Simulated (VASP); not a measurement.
Calculation: PBE GGA, VASP's PBE PAW potentials (set 64) (plane waves; VASP).

The input files of a VASP run:

File KPOINTS:
```
Automatic mesh
0
Gamma
5 5 1
0 0 0
```

**INCAR**
```
IDIPOL = 3
EDIFF = 1E-6
NELM = 100   # most electronic steps
LWAVE = .FALSE.
LDIPOL = .TRUE.
ALGO = Normal   # blocked Davidson
ENCUT = 300
LORBIT = 11   # lm-projected
LMAXMIX = 6
GGA = PE   # PBE
LREAL = .FALSE.   # projection in real space or not
LCHARG = .FALSE.
ISMEAR = -1   # Fermi-Dirac
LASPH = .TRUE.
DIPOL = 0.5 0.5 0.5
ISPIN = 2   # spin-polarised
PREC = Accurate
SIGMA = 0.1   # width (eV)
SYSTEM = Tb
MAGMOM = 6.0 6.0 6.0 6.0
ISIF = 2   # forces and stress, cell fixed
```

### POSCAR
```
Tb
1
    3.5791780000     0.0000000000     0.0000000000
   -1.7895890000     3.0996590000     0.0000000000
    0.0000000000     0.0000000000    22.6371000000
Tb
4
Direct
 -0.0029670000   0.0037210000   0.6910460000
 -0.0028240000  -0.0105750000   0.4366080000
  0.3397010000   0.6744060000   0.3091450000
  0.6660900000   0.3324480000   0.5631970000
```

POTCAR, in this order: Tb (PBE.64 set). Program: vasp_std.

Output

**OUTCAR**
```
 ion  position               nearest neighbor table
   1  0.997  0.004  0.691-   4 3.54
   2  0.997  0.989  0.437-   4 3.52   3 3.53   3 3.53   4 3.54   4 3.55
   3  0.340  0.674  0.309-   2 3.53   2 3.53
   4  0.666  0.332  0.563-   2 3.52   2 3.54   1 3.54   2 3.55
  LATTYP: Found a hexagonal cell.
 ALAT       =     3.5791780000
 C/A-ratio  =     6.3246644900
 Subroutine PRICEL returns:
 Original cell was already a primitive cell.
 Subroutine GETGRP returns: Found  1 space group operations
The static configuration has the point symmetry C_1 .
The dynamic configuration has the point symmetry C_1 .
The overall configuration has the point symmetry C_1 .
 Subroutine INISYM returns: Found  1 space group operations
 Subroutine IBZKPT returns following result:
 Found     13 irreducible k-points:

 Following reciprocal coordinates:
            Coordinates               Weight
  0.000000  0.000000  0.000000      1.000000
  0.200000 -0.000000  0.000000      2.000000
  0.000000  0.200000  0.000000      2.000000
 -0.200000  0.200000  0.000000      2.000000
  0.400000  0.000000  0.000000      2.000000
  0.000000  0.400000  0.000000      2.000000
 -0.400000  0.400000  0.000000      2.000000
  0.200000  0.200000  0.000000      2.000000
 -0.200000  0.400000  0.000000      2.000000
 -0.400000  0.200000  0.000000      2.000000
  0.400000  0.200000  0.000000      2.000000
 -0.200000 -0.400000  0.000000      2.000000
  0.400000  0.400000  0.000000      2.000000
   k-points           NKPTS =     13   k-points in BZ     NKDIM =     13   number of bands    NBANDS=     57
   number of dos      NEDOS =    301   number of ions     NIONS =      4
   total plane-waves  NPLWV =  51200
   dimension x,y,z NGX =    20 NGY =   20 NGZ =  128
   dimension x,y,z NGXF=    40 NGYF=   40 NGZF=  256
   ions per type =               4
   PREC   = accura    normal or accurate (medium, high low for compatibility)
...
```

**OSZICAR**
```
...
DAV:  12    -0.175031318440E+03   -0.75478E+02   -0.11117E+03  4695   0.508E+01    0.511E+02
DAV:  13    -0.195842305068E+03   -0.20811E+02   -0.14526E+02  5324   0.396E+01    0.325E+02
DAV:  14    -0.709134146016E+02    0.12493E+03   -0.69205E+02  4643   0.634E+01    0.730E+02
DAV:  15    -0.736079915725E+02   -0.26946E+01   -0.11283E+02  4898   0.382E+01    0.521E+02
DAV:  16    -0.434627727089E+02    0.30145E+02   -0.10154E+02  4716   0.397E+01    0.121E+02
DAV:  17    -0.451235872442E+02   -0.16608E+01   -0.43453E+01  4936   0.445E+01    0.116E+02
DAV:  18    -0.746970114433E+02   -0.29573E+02   -0.62138E+01  4072   0.110E+02    0.153E+02
DAV:  19    -0.529832212872E+02    0.21714E+02   -0.16408E+01  4895   0.208E+01    0.973E+01
DAV:  20    -0.690227475090E+02   -0.16040E+02   -0.57289E+01  4414   0.428E+01    0.135E+02
DAV:  21    -0.619549304613E+02    0.70678E+01   -0.18354E+01  5171   0.268E+01    0.115E+02
DAV:  22    -0.592717602517E+02    0.26832E+01   -0.14058E+01  4912   0.257E+01    0.128E+02
DAV:  23    -0.475067915153E+02    0.11765E+02   -0.16130E+01  4578   0.220E+01    0.871E+01
DAV:  24    -0.453436903280E+02    0.21631E+01   -0.44312E+00  5132   0.104E+01    0.828E+01
DAV:  25    -0.456709229402E+02   -0.32723E+00   -0.21835E+00  4853   0.120E+01    0.722E+01
DAV:  26    -0.469040344143E+02   -0.12331E+01   -0.32924E+00  4309   0.102E+01    0.920E+01
DAV:  27    -0.454851176097E+02    0.14189E+01   -0.15160E+00  5106   0.656E+00    0.722E+01
DAV:  28    -0.441864059251E+02    0.12987E+01   -0.63438E+00  4871   0.964E+00    0.565E+01
DAV:  29    -0.420820053157E+02    0.21044E+01   -0.19248E+00  4274   0.140E+01    0.528E+01
DAV:  30    -0.398102952519E+02    0.22717E+01   -0.17957E+00  4966   0.124E+01    0.471E+01
DAV:  31    -0.391670368961E+02    0.64326E+00   -0.58272E-01  4872   0.302E+00    0.456E+01
DAV:  32    -0.389674891184E+02    0.19955E+00   -0.29951E-01  5258   0.208E+00    0.444E+01
DAV:  33    -0.386057925635E+02    0.36170E+00   -0.23267E-01  4519   0.374E+00    0.442E+01
DAV:  34    -0.385476762142E+02    0.58116E-01   -0.45114E-02  5349   0.882E-01    0.438E+01
DAV:  35    -0.385295939417E+02    0.18082E-01   -0.14132E-02  4910   0.477E-01    0.440E+01
DAV:  36    -0.385302581192E+02   -0.66418E-03   -0.75444E-03  4752   0.451E-01    0.445E+01
DAV:  37    -0.385403227960E+02   -0.10065E-01   -0.24426E-03  4692   0.272E-01    0.445E+01
DAV:  38    -0.385330995127E+02    0.72233E-02   -0.11413E-01  3413   0.149E+00    0.450E+01
DAV:  39    -0.385732404827E+02   -0.40141E-01   -0.10244E-02  4200   0.497E-01    0.452E+01
DAV:  40    -0.386013699216E+02   -0.28129E-01   -0.28493E-02  3601   0.747E-01    0.453E+01
DAV:  41    -0.385834043513E+02    0.17966E-01   -0.23595E-03  4358   0.270E-01    0.452E+01
DAV:  42    -0.385511360911E+02    0.32268E-01   -0.28948E-03  3711   0.233E-01    0.451E+01
DAV:  43    -0.382663586591E+02    0.28478E+00   -0.23053E-01  3724   0.210E+00    0.445E+01
DAV:  44    -0.378816943683E+02    0.38466E+00   -0.28848E-01  3785   0.265E+00    0.431E+01
DAV:  45    -0.377884355493E+02    0.93259E-01   -0.45302E-02  4364   0.122E+00    0.431E+01
DAV:  46    -0.375489418321E+02    0.23949E+00   -0.50173E-02  3917   0.138E+00    0.425E+01
DAV:  47    -0.366877970439E+02    0.86114E+00   -0.53870E-01  3841   0.482E+00    0.398E+01
DAV:  48    -0.363018385534E+02    0.38596E+00   -0.39054E-01  4386   0.303E+00    0.349E+01
DAV:  49    -0.365589973173E+02   -0.25716E+00   -0.14161E-01  4736   0.224E+00    0.375E+01
DAV:  50    -0.365657044816E+02   -0.67072E-02   -0.17818E-02  5248   0.729E-01    0.374E+01
DAV:  51    -0.408621868129E+02   -0.42965E+01   -0.75907E+00  3622   0.264E+01    0.765E+01
DAV:  52    -0.362979755167E+02    0.45642E+01   -0.71555E+00  3795   0.203E+01    0.360E+01
DAV:  53    -0.361933022853E+02    0.10467E+00   -0.34303E+00  4289   0.960E+00    0.380E+01
DAV:  54    -0.360506425926E+02    0.14266E+00   -0.11453E+00  4255   0.618E+00    0.325E+01
DAV:  55    -0.360146119621E+02    0.36031E-01   -0.14263E-01  4750   0.279E+00    0.322E+01
DAV:  56    -0.401051678698E+02   -0.40906E+01   -0.58754E+00  3962   0.161E+01    0.587E+01
DAV:  57    -0.396892217670E+02    0.41595E+00   -0.25572E+00  4033   0.115E+01    0.487E+01
DAV:  58    -0.396838081527E+02    0.54136E-02   -0.64007E-01  4548   0.534E+00    0.455E+01
DAV:  59    -0.392607865710E+02    0.42302E+00   -0.30966E-01  4498   0.533E+00    0.428E+01
DAV:  60    -0.392565878764E+02    0.41987E-02   -0.34195E-01  4501   0.549E+00    0.426E+01
DAV:  61    -0.409618871460E+02   -0.17053E+01   -0.70431E+00  3846   0.273E+01    0.567E+01
DAV:  62    -0.387523318865E+02    0.22096E+01   -0.33302E+00  3959   0.153E+01    0.543E+01
DAV:  63    -0.386793174338E+02    0.73014E-01   -0.77998E-01  4596   0.699E+00    0.515E+01
DAV:  64    -0.377244387779E+02    0.95488E+00   -0.70216E-01  4347   0.910E+00    0.478E+01
DAV:  65    -0.371015796610E+02    0.62286E+00   -0.99589E-01  4130   0.119E+01    0.454E+01
DAV:  66    -0.383535807564E+02   -0.12520E+01   -0.29159E+00  4332   0.152E+01    0.496E+01
DAV:  67    -0.373129984890E+02    0.10406E+01   -0.15081E+00  4471   0.104E+01    0.443E+01
DAV:  68    -0.371215350196E+02    0.19146E+00   -0.32949E-01  4653   0.671E+00    0.409E+01
DAV:  69    -0.367206219934E+02    0.40091E+00   -0.15741E+00  4365   0.599E+00    0.324E+01
DAV:  70    -0.368291849620E+02   -0.10856E+00   -0.18763E-01  4501   0.410E+00    0.302E+01
DAV:  71    -0.449627679554E+02   -0.81336E+01   -0.13580E+01  3716   0.376E+01    0.730E+01
DAV:  72    -0.429933365142E+02    0.19694E+01   -0.75615E-01  4459   0.733E+00    0.699E+01
DAV:  73    -0.422136511336E+02    0.77969E+00   -0.16121E-01  4980   0.329E+00    0.665E+01
DAV:  74    -0.416891789518E+02    0.52447E+00   -0.48355E-02  5366   0.144E+00    0.641E+01
DAV:  75    -0.416052820937E+02    0.83897E-01   -0.20366E-02  5224   0.641E-01    0.636E+01
DAV:  76    -0.483519621947E+02   -0.67467E+01   -0.30416E+00  4036   0.159E+01    0.785E+01
DAV:  77    -0.476402729515E+02    0.71169E+00   -0.34435E-01  4543   0.471E+00    0.788E+01
DAV:  78    -0.469891391491E+02    0.65113E+00   -0.70603E-02  4832   0.232E+00    0.783E+01
DAV:  79    -0.453618127132E+02    0.16273E+01   -0.10391E-01  4878   0.244E+00    0.773E+01
DAV:  80    -0.440847324555E+02    0.12771E+01   -0.10125E-01  4281   0.404E+00    0.763E+01
DAV:  81    -0.430438038000E+02    0.10409E+01   -0.45391E-01  4531   0.429E+00    0.732E+01
DAV:  82    -0.433977620427E+02   -0.35396E+00   -0.14721E-01  4349   0.399E+00    0.738E+01
DAV:  83    -0.434512229244E+02   -0.53461E-01   -0.28862E-02  5128   0.855E-01    0.738E+01
DAV:  84    -0.428680100095E+02    0.58321E+00   -0.18401E-02  4295   0.127E+00    0.719E+01
DAV:  85    -0.413010243960E+02    0.15670E+01   -0.23387E-01  4304   0.355E+00    0.641E+01
DAV:  86    -0.432855766359E+02   -0.19846E+01   -0.83587E-01  3789   0.813E+00    0.731E+01
DAV:  87    -0.431474797936E+02    0.13810E+00   -0.31505E-01  4590   0.484E+00    0.724E+01
DAV:  88    -0.410577845312E+02    0.20897E+01   -0.31913E-01  4752   0.467E+00    0.635E+01
DAV:  89    -0.399569721493E+02    0.11008E+01   -0.14824E+00  5344   0.594E+00    0.515E+01
DAV:  90    -0.400989465105E+02   -0.14197E+00   -0.23028E-01  4856   0.432E+00    0.492E+01
DAV:  91    -0.379089450518E+02    0.21900E+01   -0.80875E-01  4151   0.104E+01    0.411E+01
DAV:  92    -0.376351913455E+02    0.27375E+00   -0.10099E+00  4839   0.763E+00    0.330E+01
DAV:  93    -0.379317571307E+02   -0.29657E+00   -0.12913E-01  4976   0.544E+00    0.335E+01
DAV:  94    -0.382568837327E+02   -0.32513E+00   -0.13698E-01  5191   0.408E+00    0.354E+01
DAV:  95    -0.384083768637E+02   -0.15149E+00   -0.10631E-01  4962   0.368E+00    0.369E+01
DAV:  96    -0.385249227947E+02   -0.11655E+00   -0.50600E-01  4293   0.100E+01    0.409E+01
DAV:  97    -0.384325227674E+02    0.92400E-01   -0.10146E-01  4818   0.306E+00    0.408E+01
DAV:  98    -0.384804039280E+02   -0.47881E-01   -0.51449E-02  5071   0.210E+00    0.408E+01
DAV:  99    -0.383618062687E+02    0.11860E+00   -0.27560E-02  5266   0.145E+00    0.405E+01
DAV: 100    -0.383771174933E+02   -0.15311E-01   -0.64072E-03  5467   0.455E-01
   1 F= -.38377117E+02 E0= -.38138157E+02  d E =-.477921E+00  mag=    24.4152
```

File OUTCAR:
```
------------------------ aborting loop EDIFF was not reached (unconverged)  ----------------------------
  FORCE on cell =-STRESS in cart. coord.  units (eV):
  Direction    XX          YY          ZZ          XY          YZ          ZX
  --------------------------------------------------------------------------------------
  Total      144.5949638    147.3459441   -191.9283538     -1.6515011     -0.3512216      0.4290546
  in kB      922.4561778    940.0062965  -1224.4236664    -10.5358954     -2.2406487      2.7371911
  external PRESSURE =     212.6796026 kB  Pullay stress =       0.0000000 kB
  volume of cell :      251.14
      direct lattice vectors                 reciprocal lattice vectors
     3.579178000  0.000000000  0.000000000     0.279393760  0.161308066  0.000000000
    -1.789589000  3.099659000  0.000000000     0.000000000  0.322616133  0.000000000
     0.000000000  0.000000000 22.637100000     0.000000000  0.000000000  0.044175270
 POSITION                                       TOTAL-FORCE (eV/Angst)
 -----------------------------------------------------------------------------------
      3.56190      0.01153     15.64328        -0.022707      0.017461      0.359636
      1.79841      3.06688      9.88354         0.020769      0.034337     -1.006025
      0.00894      2.09043      6.99815         0.017279     -0.032975     -0.844309
      1.78911      1.03048     12.74915        -0.015341     -0.018823      1.490697
 -----------------------------------------------------------------------------------
    total drift:                               -0.074033      0.005531      1.815672
  FREE ENERGIE OF THE ION-ELECTRON SYSTEM (eV)
  ---------------------------------------------------
  free  energy   TOTEN  =       -38.3771174933 eV

  energy  without entropy=      -37.8991964943  energy(sigma->0) =      -38.13815699

 total charge

# of ion       s       p       d       f       tot
--------------------------------------------------
    1        2.091   5.579   0.569  10.761  19.001
    2        2.084   5.569   0.458   7.790  15.902
    3        2.086   5.561   0.352   7.547  15.546
    4        2.083   5.585   0.466   6.963  15.096
--------------------------------------------------
tot          8.344  22.294   1.845  33.061  65.545

 magnetization (x)

# of ion       s       p       d       f       tot
--------------------------------------------------
    1        0.006  -0.029   0.230   3.057   3.264
    2        0.002  -0.035   0.092   6.010   6.069
    3        0.005  -0.045   0.082   6.260   6.302
    4        0.001  -0.021   0.161   6.812   6.953
--------------------------------------------------
tot          0.014  -0.131   0.565  22.139  22.587
```
(Selected blocks of OUTCAR.)

File stdout:
```
...
DAV:  99    -0.383618062687E+02    0.11860E+00   -0.27560E-02  5266   0.145E+00    0.405E+01
DAV: 100    -0.383771174933E+02   -0.15311E-01   -0.64072E-03  5467   0.455E-01

 -----------------------------------------------------------------------------
|                                                                             |
|           W    W    AA    RRRRR   N    N  II  N    N   GGGG   !!!           |
|           W    W   A  A   R    R  NN   N  II  NN   N  G    G  !!!           |
|           W    W  A    A  R    R  N N  N  II  N N  N  G       !!!           |
|           W WW W  AAAAAA  RRRRR   N  N N  II  N  N N  G  GGG   !            |
|           WW  WW  A    A  R   R   N   NN  II  N   NN  G    G                |
|           W    W  A    A  R    R  N    N  II  N    N   GGGG   !!!           |
|                                                                             |
|     The minimum charge density times volume of the cell along the axis      |
|     of the dipole correction is larger 1E-1, which could mean that your     |
|     workfunction is not accurate as there is no field free region in        |
|     your cell. Please consider either increasing the size of your cell      |
|     along the dipole correction (vacuum dimension) or perhaps               |
|     increasing the precision of your calculation.                           |
|                                                                             |
 -----------------------------------------------------------------------------

 -----------------------------------------------------------------------------
|                                                                             |
|           W    W    AA    RRRRR   N    N  II  N    N   GGGG   !!!           |
|           W    W   A  A   R    R  NN   N  II  NN   N  G    G  !!!           |
|           W    W  A    A  R    R  N N  N  II  N N  N  G       !!!           |
|           W WW W  AAAAAA  RRRRR   N  N N  II  N  N N  G  GGG   !            |
|           WW  WW  A    A  R   R   N   NN  II  N   NN  G    G                |
|           W    W  A    A  R    R  N    N  II  N    N   GGGG   !!!           |
|                                                                             |
|     The electronic self-consistency was not achieved in the given           |
|     number of steps (NELM). The forces and other quantities evaluated       |
|     might not be reliable so examine the results carefully. If you find     |
|     spurious results, we suggest increasing NELM, if you were close to      |
|     convergence or switching to a different ALGO or adjusting the           |
|     density mixing parameters otherwise.                                    |
|                                                                             |
 -----------------------------------------------------------------------------

   1 F= -.38377117E+02 E0= -.38138157E+02  d E =-.477921E+00  mag=    24.4152
```

Convergence was not reached.

At this cut-off the stress carries a Pulay error, which pulls relaxed volumes low. The cell holds a wide vacuum, so values per volume refer to the whole cell.

The cell is a sheet with vacuum, built from a generated structure.
